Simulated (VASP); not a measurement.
Here is the system:

```
CELL_PARAMETERS angstrom
      0.00000     1.99195     1.99195
      1.99195     0.00000     1.99195
      1.99195     1.99195     0.00000
ATOMIC_POSITIONS crystal
  Pd 0.00000 0.00000 0.00000
```

The numbers are results of PBE GGA, VASP's PBE PAW potentials (set 64) (plane waves; VASP 6.6.1), not measurements. Numerical set-up: 300 eV cut-off, 10×10×10 Γ-centred mesh, Gaussian smearing of 0.27 eV, potentials Pd.

The run has a spin-polarised start.

Problem. Give the spin-up energies of bands 1 to 6 at the high-symmetry points, in eV from the Fermi level.

Solution. 
```tsv
band	Γ	X	U	L	W
1	-6.68	-4.88	-4.28	-4.83	-3.91
2	-2.58	-4.62	-3.76	-2.62	-3.07
3	-2.58	-0.10	-1.80	-2.62	-3.07
4	-2.58	0.21	-0.90	-0.08	-1.22
5	-1.15	0.21	-0.19	-0.08	0.21
6	-1.15	3.29	6.74	1.10	8.47
```

Problem. Give the spin-down energies of bands 1 to 6 at the high-symmetry points, in eV from the Fermi level.

Solution. 
```
band      Γ      X      U      L      W
----  -----  -----  -----  -----  -----
1     -6.68  -4.88  -4.28  -4.83  -3.91
2     -2.58  -4.62  -3.76  -2.62  -3.07
3     -2.58  -0.10  -1.80  -2.62  -3.07
4     -2.58   0.21  -0.90  -0.07  -1.22
5     -1.15   0.21  -0.19  -0.07   0.21
6     -1.15   3.29   6.74   1.10   8.47
```

It has no gap at this level: it comes out as a metal or semimetal.

The structure comes from a computed database's Pd entry; how it stands against other phases isn't given here. The cell was not relaxed at this level.
